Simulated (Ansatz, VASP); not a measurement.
# Cross-check of Ag (Ag wire along [110], 23 atoms a period) between VASP and Ansatz, part 2 of 3

Wanted: the spread between two codes on one cell, functional and k mesh. Of the first pair: The structure shown is the start of the Ansatz relaxation below; VASP solves that cell, so the two are compared at the walk's first step.

VASP 6.6.1 and Ansatz 0.2.0.

So far: The starting structure; Ansatz: relaxation, PBE.

## Step 3: VASP: single point, PBE, start cell, pair 1

Level of this step: PBE; plane waves and PAW (Ag) (VASP).

The same cell, functional, mesh and smearing now go to VASP, with its own data sets.

Lines of VASP's logs that name or quote its potential files are left out, and so is its time.

File INCAR:

```
SYSTEM = Ag
PREC = Accurate
ENCUT = 400
EDIFF = 1E-06
NELM = 120
ISMEAR = -1
SIGMA = 0.05
LREAL = .FALSE.
ALGO = Normal
GGA = PE
NBANDS = 156
LASPH = .TRUE.
LORBIT = 11
LWAVE = .FALSE.
LCHARG = .FALSE.
ISIF = 2
GGA_COMPAT = .FALSE.
KPAR = 4
```

File POSCAR:

```
Ag
1.0
   19.2500000000      0.0000000000      0.0000000000
    0.0000000000     18.5380000000      0.0000000000
    0.0000000000      0.0000000000      2.9344930000
Ag
23
Direct
    0.2844155844      0.6582953393      0.0000000000
    0.2844155844      0.4999992448      0.0000000000
    0.5000000000      0.6582953393      0.0000000000
    0.5000000000      0.4999992448      0.0000000000
    0.5000000000      0.8165914608      0.0000000000
    0.7155844156      0.6582953393      0.0000000000
    0.7155844156      0.4999992448      0.0000000000
    0.1766233766      0.4208511975      0.5000000000
    0.1766233766      0.5791472920      0.5000000000
    0.3922077922      0.2625551030      0.5000000000
    0.3922077922      0.4208511975      0.5000000000
    0.3922077922      0.5791472920      0.5000000000
    0.3922077922      0.7374433865      0.5000000000
    0.6077922078      0.2625551030      0.5000000000
    0.6077922078      0.4208511975      0.5000000000
    0.6077922078      0.5791472920      0.5000000000
    0.6077922078      0.7374433865      0.5000000000
    0.8233766234      0.4208511975      0.5000000000
    0.8233766234      0.5791472920      0.5000000000
    0.2844155844      0.3417031503      0.0000000000
    0.5000000000      0.3417031503      0.0000000000
    0.5000000000      0.1834070288      0.0000000000
    0.7155844156      0.3417031503      0.0000000000
```

File KPOINTS:

```
Automatic mesh
0
Gamma
1 1 28
0 0 0
```

Potentials, in the order of the species: Ag (PBE family, release 64).

Run with:

```bash
$ mpirun -np 4 vasp_std
```

Numbers of over 12 decimals in the logs are rounded to 6 here.

Output:

```text
[banner, memory and clock lines left out]
running    4 mpi-ranks, on    1 nodes
 distrk:  each k-point on    1 cores,    4 groups
 distr:  one band on    1 cores,    1 groups

 POSCAR found type information on POSCAR Ag
 POSCAR found :  1 types and      23 ions
|                                                                             |
|               ----> ADVICE to this user running VASP <----                  |
|                                                                             |
|     You have a (more or less) 'large supercell' and for larger cells it     |
|     might be more efficient to use real-space projection operators.         |
|     Therefore, try LREAL= Auto in the INCAR file.                           |
|     Mind: For very accurate calculation, you might also keep the            |
|     reciprocal projection scheme (i.e. LREAL=.FALSE.).                      |
|                                                                             |

 LDA part: xc-table for (Slater+PW92), standard interpolation
 POSCAR, INCAR and KPOINTS ok, starting setup
 FFT: planning ... GRIDC
 FFT: planning ... GRID_SOFT
 FFT: planning ... GRID
 WAVECAR not read
 entering main loop
       N       E                     dE             d eps       ncg     rms          rms(c)
DAV:   1     0.138816781804E+04    0.13882E+04   -0.10067E+05  4784   0.114E+03
DAV:   2    -0.762067561322E+00   -0.13889E+04   -0.13085E+04  5116   0.272E+02
DAV:   3    -0.594990995822E+02   -0.58737E+02   -0.57302E+02  5076   0.520E+01
DAV:   4    -0.604103005971E+02   -0.91120E+00   -0.90891E+00  5208   0.653E+00
DAV:   5    -0.604299177129E+02   -0.19617E-01   -0.19609E-01  5400   0.974E-01    0.185E+01
DAV:   6    -0.562243513346E+02    0.42056E+01   -0.15337E+01  4924   0.129E+01    0.123E+01
DAV:   7    -0.560863114104E+02    0.13804E+00   -0.40703E-01  4976   0.166E+00    0.693E+00
DAV:   8    -0.560439331616E+02    0.42378E-01   -0.38368E-02  4964   0.722E-01    0.230E-01
DAV:   9    -0.560438539425E+02    0.79219E-04   -0.41162E-03  5040   0.344E-01    0.132E-01
DAV:  10    -0.560438532202E+02    0.72233E-06   -0.43837E-04  5020   0.101E-01    0.812E-02
DAV:  11    -0.560437699558E+02    0.83264E-04   -0.50597E-04  4892   0.628E-02    0.305E-02
DAV:  12    -0.560437546454E+02    0.15310E-04   -0.12431E-04  4992   0.429E-02    0.208E-02
DAV:  13    -0.560438160399E+02   -0.61395E-04   -0.63222E-05  4820   0.249E-02    0.116E-02
DAV:  14    -0.560439311693E+02   -0.11513E-03   -0.31452E-05  4764   0.146E-02    0.637E-03
DAV:  15    -0.560440084160E+02   -0.77247E-04   -0.37391E-06  3232   0.715E-03    0.313E-03
DAV:  16    -0.560441011419E+02   -0.92726E-04   -0.63304E-06  3304   0.452E-03    0.243E-03
DAV:  17    -0.560441487797E+02   -0.47638E-04   -0.28871E-06  3220   0.340E-03    0.139E-03
DAV:  18    -0.560441782929E+02   -0.29513E-04   -0.27855E-06  3172   0.195E-03    0.866E-04
DAV:  19    -0.560441888024E+02   -0.10510E-04   -0.18387E-07  3032   0.761E-04    0.485E-04
DAV:  20    -0.560441980626E+02   -0.92602E-05   -0.18803E-07  2912   0.556E-04    0.330E-04
DAV:  21    -0.560442022871E+02   -0.42245E-05   -0.10356E-07  2944   0.316E-04    0.183E-04
DAV:  22    -0.560442041842E+02   -0.18971E-05   -0.67373E-08  2852   0.265E-04    0.940E-05
DAV:  23    -0.560442045140E+02   -0.32981E-06   -0.88188E-09  2904   0.140E-04
   1 F= -.56044205E+02 E0= -.56021603E+02  d E =-.452022E-01
```

OUTCAR, selected parts (step 3):

```text
ion  position               nearest neighbor table
   1  0.284  0.658  0.000-   2 2.93  13 2.93  13 2.93  12 2.93  12 2.93   9 2.93   9 2.93
   2  0.284  0.500  0.000-   1 2.93  20 2.93  12 2.93  12 2.93   9 2.93   9 2.93  11 2.93  11 2.93
                             8 2.93   8 2.93
   3  0.500  0.658  0.000-   4 2.93  13 2.93  17 2.93  13 2.93  17 2.93  12 2.93  16 2.93  16 2.93
                            12 2.93   5 2.93
   4  0.500  0.500  0.000-   3 2.93  21 2.93  16 2.93  12 2.93  12 2.93  16 2.93  11 2.93  11 2.93
                            15 2.93  15 2.93
   5  0.500  0.817  0.000-  13 2.93  17 2.93  13 2.93  17 2.93   3 2.93
   6  0.716  0.658  0.000-   7 2.93  17 2.93  17 2.93  16 2.93  16 2.93  19 2.93  19 2.93
   7  0.716  0.500  0.000-   6 2.93  23 2.93  16 2.93  16 2.93  19 2.93  19 2.93  15 2.93  15 2.93
                            18 2.93  18 2.93
   8  0.177  0.421  0.500-   9 2.93  20 2.93  20 2.93   2 2.93   2 2.93
   9  0.177  0.579  0.500-   8 2.93   2 2.93   2 2.93   1 2.93   1 2.93
  10  0.392  0.263  0.500-  11 2.93  20 2.93  20 2.93  21 2.93  21 2.93  22 2.93  22 2.93
  11  0.392  0.421  0.500-  10 2.93  12 2.93  20 2.93  20 2.93  21 2.93  21 2.93   2 2.93   2 2.93
                             4 2.93   4 2.93
  12  0.392  0.579  0.500-  13 2.93  11 2.93   2 2.93   2 2.93   4 2.93   4 2.93   1 2.93   1 2.93
                             3 2.93   3 2.93
  13  0.392  0.737  0.500-  12 2.93   1 2.93   1 2.93   3 2.93   3 2.93   5 2.93   5 2.93
  14  0.608  0.263  0.500-  15 2.93  23 2.93  23 2.93  21 2.93  21 2.93  22 2.93  22 2.93
  15  0.608  0.421  0.500-  14 2.93  16 2.93  23 2.93  23 2.93  21 2.93  21 2.93   7 2.93   7 2.93
                             4 2.93   4 2.93
  16  0.608  0.579  0.500-  17 2.93  15 2.93   7 2.93   7 2.93   4 2.93   4 2.93   6 2.93   6 2.93
                             3 2.93   3 2.93
  17  0.608  0.737  0.500-  16 2.93   6 2.93   6 2.93   3 2.93   3 2.93   5 2.93   5 2.93
  18  0.823  0.421  0.500-  19 2.93  23 2.93  23 2.93   7 2.93   7 2.93
  19  0.823  0.579  0.500-  18 2.93   7 2.93   7 2.93   6 2.93   6 2.93
  20  0.284  0.342  0.000-   2 2.93  11 2.93  11 2.93   8 2.93   8 2.93  10 2.93  10 2.93
  21  0.500  0.342  0.000-   4 2.93  11 2.93  15 2.93  11 2.93  15 2.93  10 2.93  14 2.93  14 2.93
                            10 2.93  22 2.93
  22  0.500  0.183  0.000-  10 2.93  14 2.93  10 2.93  14 2.93  21 2.93
  23  0.716  0.342  0.000-   7 2.93  15 2.93  15 2.93  18 2.93  18 2.93  14 2.93  14 2.93

  LATTYP: Found a simple orthorhombic cell.
 ALAT       =     2.9344930000
 B/A-ratio  =     6.3172752499
 C/A-ratio  =     6.5599066006

 Subroutine GETGRP returns: Found  8 space group operations
 (whereof  8 operations were pure point group operations)

The static configuration has the point symmetry D_2h.

 Found     15 irreducible k-points:

   k-points           NKPTS =     15   k-points in BZ     NKDIM =     15   number of bands    NBANDS=    156

   dimension x,y,z NGX =   126 NGY =  126 NGZ =   20
   dimension x,y,z NGXF=   252 NGYF=  252 NGZF=   40

   ENCUT  =  400.0 eV  29.40 Ry    5.42 a.u.  31.39 30.23  4.79*2*pi/ulx,y,z

   NELECT =     253.0000    total number of electrons

 k-points in reciprocal lattice and weights: Automatic mesh
   0.00000000  0.00000000  0.00000000       0.036
   0.00000000  0.00000000  0.03571429       0.071
   0.00000000  0.00000000  0.07142857       0.071
   0.00000000  0.00000000  0.10714286       0.071
   0.00000000  0.00000000  0.14285714       0.071
   0.00000000  0.00000000  0.17857143       0.071
   0.00000000  0.00000000  0.21428571       0.071
   0.00000000  0.00000000  0.25000000       0.071
   0.00000000  0.00000000  0.28571429       0.071
[...]
0.00000000  0.00000000  0.46428571       0.071
   0.00000000  0.00000000  0.50000000       0.036

 average (electrostatic) potential at core
       1 -78.4012       2 -78.6440       3 -78.6325       4 -78.6306       5 -78.2807
       6 -78.4012       7 -78.6440       8 -78.2866       9 -78.2856      10 -78.4122
      11 -78.6509      12 -78.6501      13 -78.4099      14 -78.4122      15 -78.6509
      16 -78.6501      17 -78.4099      18 -78.2866      19 -78.2856      20 -78.4031
      21 -78.6340      22 -78.2832      23 -78.4031

 E-fermi :   0.4633

 k-point     1 :       0.0000    0.0000    0.0000
  band No.  band energies     occupation
    ...
    128      -0.6999      2.00000
    129      -0.1108      1.99998
    130      -0.0307      1.99990
    131       0.0980      1.99866
    132       0.1320      1.99735
    133       0.8538      0.00081
    134       1.0539      0.00001
    135       1.0831      0.00001
    136       1.3145      0.00000
    137       1.3702      0.00000
    ...

 k-point     2 :       0.0000    0.0000    0.0357
  band No.  band energies     occupation
    ...
    128      -0.6701      2.00000
    129      -0.0774      1.99996
    130       0.0104      1.99977
    131       0.1345      1.99722
    132       0.1665      1.99473
    133       0.8859      0.00043
    134       1.0925      0.00001
    135       1.1351      0.00000
    136       1.3506      0.00000
    137       1.4104      0.00000
    ...

 k-point     3 :       0.0000    0.0000    0.0714
  band No.  band energies     occupation
    ...
    128      -0.5841      2.00000
    129       0.0194      1.99972
    130       0.1284      1.99754
    131       0.2403      1.97716
    132       0.2672      1.96122
    133       0.9799      0.00007
    134       1.1998      0.00000
    135       1.2860      0.00000
    136       1.4624      0.00000
    137       1.5275      0.00000
    ...

  Total       -6.4885471     -6.0300631    -10.3389836      0.0000000     -0.0000000      0.0000000
  in kB       -9.9273047     -9.2258364    -15.8183703      0.0000000     -0.0000000      0.0000000
  external PRESSURE =     -11.6571705 kB  Pullay stress =       0.0000000 kB

  energy-cutoff  :      400.00
  volume of cell :     1047.19
      direct lattice vectors                 reciprocal lattice vectors
    19.250000000  0.000000000  0.000000000     0.051948052  0.000000000  0.000000000
     0.000000000 18.538000000  0.000000000     0.000000000  0.053943252  0.000000000
     0.000000000  0.000000000  2.934493000     0.000000000  0.000000000  0.340774369

 POSITION                                       TOTAL-FORCE (eV/Angst)
 -----------------------------------------------------------------------------------
      5.47500     12.20348      0.00000         0.007313      0.003319     -0.000000
      5.47500      9.26899      0.00000        -0.177888      0.000000     -0.000000
      9.62500     12.20348      0.00000         0.000000      0.011276     -0.000000
      9.62500      9.26899      0.00000         0.000000      0.000000      0.000000
      9.62500     15.13797      0.00000         0.000000     -0.318853      0.000000
     13.77500     12.20348      0.00000        -0.007313      0.003319      0.000000
     13.77500      9.26899      0.00000         0.177888      0.000000      0.000000
      3.40000      7.80174      1.46725         0.271434      0.090575      0.000000
      3.40000     10.73623      1.46725         0.271434     -0.090575      0.000000
      7.55000      4.86725      1.46725        -0.023392      0.022697     -0.000000
      7.55000      7.80174      1.46725         0.007827      0.017369     -0.000000
      7.55000     10.73623      1.46725         0.007827     -0.017369     -0.000000
      7.55000     13.67073      1.46725        -0.023392     -0.022697      0.000000
     11.70000      4.86725      1.46725         0.023392      0.022697      0.000000
     11.70000      7.80174      1.46725        -0.007827      0.017369      0.000000
     11.70000     10.73623      1.46725        -0.007827     -0.017369      0.000000
     11.70000     13.67073      1.46725         0.023392     -0.022697      0.000000
     15.85000      7.80174      1.46725        -0.271434      0.090575     -0.000000
     15.85000     10.73623      1.46725        -0.271434     -0.090575     -0.000000
      5.47500      6.33449      0.00000         0.007313     -0.003319     -0.000000
      9.62500      6.33449      0.00000         0.000000     -0.011276      0.000000
      9.62500      3.40000      0.00000         0.000000      0.318853      0.000000
     13.77500      6.33449      0.00000        -0.007313     -0.003319      0.000000
 -----------------------------------------------------------------------------------
    total drift:                                0.000000      0.158730     -0.000000

  FREE ENERGIE OF THE ION-ELECTRON SYSTEM (eV)
  ---------------------------------------------------
  free  energy   TOTEN  =       -56.0442045140 eV

  energy  without entropy=      -55.9990022739  energy(sigma->0) =      -56.02160339

 total charge
# of ion       s       p       d       tot
------------------------------------------
    1        0.410   0.202   9.180   9.792
    2        0.392   0.262   9.171   9.826
    3        0.402   0.259   9.170   9.831
    4        0.404   0.270   9.161   9.835
    5        0.419   0.151   9.202   9.773
    6        0.410   0.202   9.180   9.792
    7        0.392   0.262   9.171   9.826
    8        0.417   0.150   9.207   9.773
    9        0.417   0.150   9.207   9.773
   10        0.410   0.202   9.179   9.791
   11        0.399   0.267   9.164   9.830
   12        0.399   0.267   9.164   9.830
   13        0.410   0.202   9.179   9.791
   14        0.410   0.202   9.179   9.791
   15        0.399   0.267   9.164   9.830
   16        0.399   0.267   9.164   9.830
   17        0.410   0.202   9.179   9.791
   18        0.417   0.150   9.207   9.773
   19        0.417   0.150   9.207   9.773
   20        0.410   0.202   9.180   9.792
   21        0.402   0.259   9.170   9.831
   22        0.419   0.151   9.202   9.773
   23        0.410   0.202   9.180   9.792
--------------------------------------------------
tot          9.376   4.897 211.168 225.441

[... 3 further parts left out ...]
```

## Step 4: Comparison

Known differences besides the potentials themselves: the data sets hold 437 valence electrons in Ansatz (on its PAW soft_1 files) and 253 in VASP; the cutoff is 420 eV in Ansatz and 400 eV in VASP. Total energies have different zeros and are not compared.

Forces on 10 of the 23 atoms, those with the largest forces and the largest differences (eV/Å; atoms numbered as in POSCAR):

```tsv
atom	Ansatz x, y, z	VASP x, y, z
Ag1	0.006, 0.007, 0.000	0.007, 0.003, 0.000
Ag5	0.000, -0.316, 0.000	0.000, -0.319, 0.000
Ag6	-0.006, 0.007, 0.000	-0.007, 0.003, 0.000
Ag7	0.178, 0.000, 0.000	0.178, 0.000, 0.000
Ag8	0.268, 0.089, 0.000	0.271, 0.091, 0.000
Ag9	0.268, -0.089, 0.000	0.271, -0.091, 0.000
Ag18	-0.268, 0.089, 0.000	-0.271, 0.091, 0.000
Ag19	-0.268, -0.089, 0.000	-0.271, -0.091, 0.000
Ag22	0.000, 0.316, 0.000	0.000, 0.319, 0.000
Ag23	-0.006, -0.007, 0.000	-0.007, -0.003, 0.000
```

The forces differ by 1.6 meV/Å r.m.s., which is 1.7 % of the r.m.s. force of 0.093 eV/Å (both taken over all components).

[end of part 2 of 3]

[Lines on the potential files, build, host, timing and source positions are cut from VASP's logs without a mark.]

[Logs are printed without paths, hosts, clocks, repeated set-up lines and the standing remarks that a program may print on its own settings, such as how far it seeks lower states.]

[Hosts, paths, dates, database ids (printed as entryN), source tags and the programs' standing remarks are cut or masked in the printed files.]
